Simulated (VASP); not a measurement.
# FeAg2O4 (Fd-3m) in VASP: single point with PBEsol+U

Aim: the single point of FeAg2O4 with PBEsol+U.

Program: VASP 6.6.1. These are calculated values, not measurements. Logs are shortened: lines on timing, memory, paths and dates and some standing lists are left out, and cuts for length are marked.

**1. The structure**

The structure is cubic, space group Fd-3m (No. 227). The conventional cell has a = 9.211 Å, b = 9.211 Å, c = 9.211 Å, α = 90.00°, β = 90.00°, γ = 90.00°. Fe (site symmetry -43m) is surrounded by 4 O at 1.99 Å. O (site symmetry 3m) is surrounded by 1 Fe at 1.99 Å. Ag (site symmetry -3m) is surrounded by 6 O at 2.30 Å.

The cell was built by a generator and needn't be a form met in nature.

**2. Single point, PBEsol+U, collinear spin, typed start**

File INCAR:

```
PREC     = Accurate       # precision mode
ENCUT    = 520            # plane-wave cutoff, eV
EDIFF    = 1E-7           # SCF threshold, eV
ISMEAR   = 0              # smearing method
SIGMA    = 0.0104         # smearing width, eV
LREAL    = False          # projectors in reciprocal space
LASPH    = True           # aspherical terms in the spheres
NELM     = 150            # most SCF steps
ALGO     = Normal         # electronic algorithm
ISIF     = 2              # what is computed and relaxed
LWAVE    = False          # write WAVECAR
LCHARG   = False          # write CHGCAR
ISPIN    = 2              # spin polarisation
MAGMOM   = 4 4 0 0 0 0 0 0 0 0 0 0 0 0 # initial moments
LORBIT   = 11             # projections on sites
LMAXMIX  = 4              # l up to which the mixer works
LDAU     = True           # DFT+U
LDAUTYPE = 2            
LDAUL    = 2 -1 -1        # shell
LDAUU    = 6.59 0 0       # U, eV
LDAUJ    = 0 0 0        
LDAUPRINT= 1            
GGA      = PS             # functional
NBANDS   = 71             # bands
```

File KPOINTS:

```
Automatic mesh
0
Gamma
  5 5 5
```

File POSCAR:

```
FeAg2O4
1.0
    0.0000000000      4.6055936000      4.6055936000
    4.6055936000      0.0000000000      4.6055936000
    4.6055936000      4.6055936000      0.0000000000
Fe O Ag
2 8 4
Direct
    0.0000000000      0.0000000000      0.0000000000
    0.2500000000      0.2500000000      0.2500000000
    0.3750000000      0.3750000000      0.3750000000
    0.3750000000      0.8750000000      0.8750000000
    0.3750000000      0.3750000000      0.8750000000
    0.8750000000      0.3750000000      0.8750000000
    0.8750000000      0.3750000000      0.3750000000
    0.8750000000      0.8750000000      0.8750000000
    0.3750000000      0.8750000000      0.3750000000
    0.8750000000      0.8750000000      0.3750000000
    0.1250000000      0.6250000000      0.6250000000
    0.6250000000      0.6250000000      0.1250000000
    0.6250000000      0.1250000000      0.6250000000
    0.6250000000      0.6250000000      0.6250000000
```

Potentials or basis: VASP PAW PBE potentials, release 64 (Fe, O, Ag).

Run with:

```sh
$ cat potpaw_PBE.64/Fe/POTCAR potpaw_PBE.64/O/POTCAR potpaw_PBE.64/Ag/POTCAR > POTCAR
$ mpirun -np 1 vasp_std > vasp.out
```

OUTCAR:

```text
PREC = Accurate
   ENCUT = 520
   EDIFF = 1E-7
   ISMEAR = 0
   LREAL = False
   LASPH = True
   NELM = 150
   ISIF = 2
   ISPIN = 2
   LORBIT = 11
   GGA = PS

 ion  position               nearest neighbor table
   1  0.000  0.000  0.000-   8 1.99   6 1.99   4 1.99  10 1.99
   2  0.250  0.250  0.250-   3 1.99   5 1.99   7 1.99   9 1.99
   3  0.375  0.375  0.375-   2 1.99  11 2.30  12 2.30  13 2.30
   4  0.375  0.875  0.875-   1 1.99  12 2.30  13 2.30  14 2.30
   5  0.375  0.375  0.875-   2 1.99  11 2.30  13 2.30  14 2.30
   6  0.875  0.375  0.875-   1 1.99  11 2.30  12 2.30  14 2.30
   7  0.875  0.375  0.375-   2 1.99  12 2.30  13 2.30  14 2.30
   8  0.875  0.875  0.875-   1 1.99  11 2.30  12 2.30  13 2.30
   9  0.375  0.875  0.375-   2 1.99  11 2.30  12 2.30  14 2.30
  10  0.875  0.875  0.375-   1 1.99  11 2.30  13 2.30  14 2.30
  11  0.125  0.625  0.625-   3 2.30   5 2.30   6 2.30   8 2.30   9 2.30  10 2.30  14 3.26  12 3.26
                            13 3.26  12 3.26  13 3.26  14 3.26
  12  0.625  0.625  0.125-   3 2.30   4 2.30   6 2.30   7 2.30   8 2.30   9 2.30  14 3.26  11 3.26
                            13 3.26  14 3.26  13 3.26  11 3.26
  13  0.625  0.125  0.625-   3 2.30   4 2.30   5 2.30   7 2.30   8 2.30  10 2.30  14 3.26  12 3.26
                            11 3.26  12 3.26  14 3.26  11 3.26
  14  0.625  0.625  0.625-   4 2.30   5 2.30   6 2.30   7 2.30   9 2.30  10 2.30  11 3.26  12 3.26
                            13 3.26  12 3.26  13 3.26  11 3.26

  LATTYP: Found a face centered cubic cell.
 ALAT       =     9.2111872000

  Lattice vectors:

 A1 = (   0.0000000000,   4.6055936000,   4.6055936000)
 A2 = (   4.6055936000,   0.0000000000,   4.6055936000)
 A3 = (   4.6055936000,   4.6055936000,   0.0000000000)

Analysis of symmetry for initial positions (statically):
=====================================================================
 Subroutine PRICEL returns:
 Original cell was already a primitive cell.

 Routine SETGRP: Setting up the symmetry group for a
 face centered cubic supercell.

 Subroutine GETGRP returns: Found 48 space group operations
 (whereof 24 operations were pure point group operations)
 out of a pool of 48 trial point group operations.

The static configuration has the point symmetry T_d .
 The point group associated with its full space group is O_h .

Analysis of symmetry for dynamics (positions and initial velocities):
=====================================================================
 Subroutine PRICEL returns:
 Original cell was already a primitive cell.

 Routine SETGRP: Setting up the symmetry group for a
 face centered cubic supercell.

 Subroutine GETGRP returns: Found 48 space group operations
 (whereof 24 operations were pure point group operations)
 out of a pool of 48 trial point group operations.

The dynamic configuration has the point symmetry T_d .
 The point group associated with its full space group is O_h .

Analysis of structural, dynamic, and magnetic symmetry:
=====================================================================
 Subroutine PRICEL returns:
 Original cell was already a primitive cell.

 Routine SETGRP: Setting up the symmetry group for a
 face centered cubic supercell.

 Subroutine GETGRP returns: Found 48 space group operations
 (whereof 24 operations were pure point group operations)
 out of a pool of 48 trial point group operations.

The overall configuration has the point symmetry T_d .
 The point group associated with its full space group is O_h .

 Subroutine INISYM returns: Found 48 space group operations
 (whereof 24 operations are pure point group operations),
 and found     1 'primitive' translations

----------------------------------------------------------------------------------------

                                     Primitive cell

  volume of cell :     195.3830

  direct lattice vectors                    reciprocal lattice vectors
     0.000000000  4.605593600  4.605593600    -0.108563639  0.108563639  0.108563639
     4.605593600  0.000000000  4.605593600     0.108563639 -0.108563639  0.108563639
     4.605593600  4.605593600  0.000000000     0.108563639  0.108563639 -0.108563639

  length of vectors
     6.513292932  6.513292932  6.513292932     0.188037738  0.188037738  0.188037738

[... 164 lines left out ...]
atom =   2  type =  1  l = 2

 onsite density matrix

spin component  1

  1.0063  0.0000 -0.0000  0.0000  0.0000
  0.0000  1.0063 -0.0000 -0.0000 -0.0000
 -0.0000 -0.0000  0.9802 -0.0000 -0.0000
  0.0000 -0.0000 -0.0000  1.0063 -0.0000
  0.0000 -0.0000 -0.0000 -0.0000  0.9802

spin component  2

  0.1992 -0.0000 -0.0000 -0.0000 -0.0000
 -0.0000  0.1992  0.0000  0.0000  0.0000
 -0.0000  0.0000  0.0876  0.0000  0.0000
 -0.0000  0.0000  0.0000  0.1992  0.0000
 -0.0000  0.0000  0.0000  0.0000  0.0876

 occupancies and eigenvectors

  o =  0.0876  v =  0.0000  0.0000  0.0000  0.0000  0.0000  0.0000 -0.0000 -0.9989  0.0000  0.0459      0.0000  0.0000  0.0000  0.0000  0.0000  0.0000  0.0000  0.0000  0.0000  0.0000
  o =  0.0876  v =  0.0000  0.0000  0.0000  0.0000  0.0000  0.0000  0.0000  0.0459  0.0000  0.9989      0.0000  0.0000  0.0000  0.0000  0.0000  0.0000  0.0000  0.0000  0.0000  0.0000
  o =  0.1992  v =  0.0000  0.0000  0.0000  0.0000  0.0000  1.0000  0.0000  0.0000  0.0000  0.0000      0.0000  0.0000  0.0000  0.0000  0.0000  0.0000  0.0000  0.0000  0.0000  0.0000
  o =  0.1992  v =  0.0000  0.0000  0.0000  0.0000  0.0000  0.0000 -0.9996  0.0000 -0.0298  0.0000      0.0000  0.0000  0.0000  0.0000  0.0000  0.0000  0.0000  0.0000  0.0000  0.0000
  o =  0.1992  v =  0.0000  0.0000  0.0000  0.0000  0.0000  0.0000 -0.0298 -0.0000  0.9996 -0.0000      0.0000  0.0000  0.0000  0.0000  0.0000  0.0000  0.0000  0.0000  0.0000  0.0000
  o =  0.9802  v =  0.0000 -0.0000  0.1468 -0.0000  0.9892  0.0000  0.0000  0.0000  0.0000  0.0000      0.0000  0.0000  0.0000  0.0000  0.0000  0.0000  0.0000  0.0000  0.0000  0.0000
  o =  0.9802  v =  0.0000 -0.0000  0.9892 -0.0000 -0.1468  0.0000  0.0000  0.0000  0.0000  0.0000      0.0000  0.0000  0.0000  0.0000  0.0000  0.0000  0.0000  0.0000  0.0000  0.0000
  o =  1.0063  v =  0.0000 -0.0134  0.0000  0.9999  0.0000  0.0000  0.0000  0.0000  0.0000  0.0000      0.0000  0.0000  0.0000  0.0000  0.0000  0.0000  0.0000  0.0000  0.0000  0.0000
  o =  1.0063  v =  0.0000 -0.9999 -0.0000 -0.0134 -0.0000  0.0000  0.0000  0.0000  0.0000  0.0000      0.0000  0.0000  0.0000  0.0000  0.0000  0.0000  0.0000  0.0000  0.0000  0.0000
  o =  1.0063  v =  1.0000  0.0000  0.0000  0.0000  0.0000  0.0000  0.0000  0.0000  0.0000  0.0000      0.0000  0.0000  0.0000  0.0000  0.0000  0.0000  0.0000  0.0000  0.0000  0.0000

 number of electron     108.0000049 magnetization       4.0074223

 Free energy of the ion-electron system (eV)
  ---------------------------------------------------
  ext. energy  EPLUGINS =         0.00000000
  ---------------------------------------------------
  free energy    TOTEN  =       -70.34388617 eV

  energy without entropy =      -70.34318603  energy(sigma->0) =      -70.34353610

 E-fermi :   2.8701     XC(G=0): -10.7605

 val. band max:        2.8675838950   @ k =  -0.4000   0.2000   0.0000
 cond. band min:       2.8867908846   @ k =   0.2000   0.2000   0.0000
 fundamental gap:      0.0192069896
 Fermi energy:         2.8700714408

 spin component 1

 k-point     1 :       0.0000    0.0000    0.0000
  band No.  band energies     occupation
      1     -14.4412      1.00000
      2     -13.8439      1.00000
      3     -13.8439      1.00000
      4     -13.8439      1.00000
      5     -13.8394      1.00000
      6     -13.8394      1.00000
[... 679 lines left out ...]
     65       8.6582      0.00000
     66       8.9221      0.00000
 Fermi energy:         2.8700714408

 spin component 2

 k-point     1 :       0.0000    0.0000    0.0000
  band No.  band energies     occupation
      1     -14.9031      1.00000
      2     -14.3003      1.00000
      3     -14.2560      1.00000
      4     -14.2560      1.00000
      5     -14.2560      1.00000
      6     -14.2497      1.00000
[... 679 lines left out ...]
     65       8.6657      0.00000
     66       9.0770      0.00000
 [bands above 66 left out]

------------------------ aborting loop because EDIFF is reached ----------------------------------------

  FORCE on cell =-STRESS in cart. coord.  units (eV):
  Direction    XX          YY          ZZ          XY          YZ          ZX
  --------------------------------------------------------------------------------------
  -------------------------------------------------------------------------------------
  Total      -19.0103638    -19.0103638    -19.0103638     -0.0000000      0.0000000      0.0000000
  in kB     -155.8885347   -155.8885347   -155.8885347     -0.0000000      0.0000000      0.0000000
  external PRESSURE =    -155.8885347 kB  Pullay stress =       0.0000000 kB

 VOLUME and BASIS-vectors are now :
 -----------------------------------------------------------------------------
  energy-cutoff  :      520.00
  volume of cell :      195.38
      direct lattice vectors                 reciprocal lattice vectors
     0.000000000  4.605593600  4.605593600    -0.108563639  0.108563639  0.108563639
     4.605593600  0.000000000  4.605593600     0.108563639 -0.108563639  0.108563639
     4.605593600  4.605593600  0.000000000     0.108563639  0.108563639 -0.108563639

 POSITION                                       TOTAL-FORCE (eV/Angst)
 -----------------------------------------------------------------------------------
      0.00000      0.00000      0.00000        -0.000000     -0.000000     -0.000000
      2.30280      2.30280      2.30280        -0.000000     -0.000000     -0.000000
      3.45420      3.45420      3.45420        -0.415485     -0.415485     -0.415485
      8.05979      5.75699      5.75699         0.415485     -0.415485     -0.415485
      5.75699      5.75699      3.45420         0.415485      0.415485     -0.415485
      5.75699      8.05979      5.75699        -0.415485      0.415485     -0.415485
      3.45420      5.75699      5.75699        -0.415485      0.415485      0.415485
      8.05979      8.05979      8.05979         0.415485      0.415485      0.415485
      5.75699      3.45420      5.75699         0.415485     -0.415485      0.415485
      5.75699      5.75699      8.05979        -0.415485     -0.415485      0.415485
      5.75699      3.45420      3.45420        -0.000000     -0.000000     -0.000000
      3.45420      3.45420      5.75699        -0.000000     -0.000000     -0.000000
      3.45420      5.75699      3.45420        -0.000000     -0.000000     -0.000000
      5.75699      5.75699      5.75699        -0.000000     -0.000000     -0.000000
 -----------------------------------------------------------------------------------
    total drift:                                0.000000      0.000000      0.000000

  FREE ENERGIE OF THE ION-ELECTRON SYSTEM (eV)
  ---------------------------------------------------
  free  energy   TOTEN  =       -70.3438861708 eV

  energy  without entropy=      -70.3431860274  energy(sigma->0) =      -70.34353610

 total charge

# of ion       s       p       d       tot
------------------------------------------
    1        0.383   0.446   5.731   6.560
    2        0.383   0.446   5.731   6.560
    3        1.571   3.275   0.000   4.846
    4        1.571   3.275   0.000   4.846
    5        1.571   3.275   0.000   4.846
    6        1.571   3.275   0.000   4.846
    7        1.571   3.275   0.000   4.846
    8        1.571   3.275   0.000   4.846
    9        1.571   3.275   0.000   4.846
   10        1.571   3.275   0.000   4.846
   11        0.283   0.276   9.033   9.592
   12        0.283   0.276   9.033   9.592
   13        0.283   0.276   9.033   9.592
   14        0.283   0.276   9.033   9.592
--------------------------------------------------
tot         14.465  28.197  47.592  90.254

 magnetization (x)

# of ion       s       p       d       tot
------------------------------------------
    1        0.033   0.040   4.200   4.274
    2        0.033   0.040   4.200   4.274
    3       -0.006  -0.290   0.000  -0.296
    4       -0.006  -0.290   0.000  -0.296
    5       -0.006  -0.290   0.000  -0.296
    6       -0.006  -0.290   0.000  -0.296
    7       -0.006  -0.290   0.000  -0.296
    8       -0.006  -0.290   0.000  -0.296
    9       -0.006  -0.290   0.000  -0.296
   10       -0.006  -0.290   0.000  -0.296
   11        0.020   0.016  -0.499  -0.464
   12        0.020   0.016  -0.499  -0.464
   13        0.020   0.016  -0.499  -0.464
   14        0.020   0.016  -0.499  -0.464
--------------------------------------------------
tot          0.098  -2.182   6.403   4.319
```

Wall time 6.1 min (1 thread of AMD EPYC 9R45 (Zen 5), shared host); peak memory 0.5 GiB.

Results:

```
Free energy                                           : -70.3439 eV
Pressure                                              : -15.6 GPa
Band gap on the k mesh                                : none (metal or under the smearing width)
Net moment                                            : 4.01 μB per cell
Site moments                                          : Fe +4.27; O -0.30; Ag -0.46 μB
Valence electrons inside the program's atomic spheres : Fe 6.56; O 4.85; Ag 9.59
```

Levels at points of the mesh, in eV from the Fermi level:
Spin up:
```
           k point  band 52  band 53  band 54  band 55  band 56  band 57  band 58  band 59
(0.00, 0.00, 0.00)    -0.93    -0.93    -0.93     0.43     0.43     0.43     0.63     0.63
```
Spin down:
```tsv
k point	band 48	band 49	band 50	band 51	band 52	band 53	band 54	band 55	band 56	band 57
(0.00, 0.00, 0.00)	-0.53	-0.53	-0.01	-0.01	-0.01	1.94	2.09	2.09	2.09	2.15
```

Eigenvalues of the final occupation matrices:
```tsv
site	spin	trace	eigenvalues
site 1 d	1	4.98	0.98 0.98 1.01 1.01 1.01
site 1 d	2	0.77	0.09 0.09 0.20 0.20 0.20
site 2 d	1	4.98	0.98 0.98 1.01 1.01 1.01
site 2 d	2	0.77	0.09 0.09 0.20 0.20 0.20
```

Caveat: the PAW data sets were made with another functional, which shifts forces and pressure a little. The state reached can hang on the start; a lower one may exist.
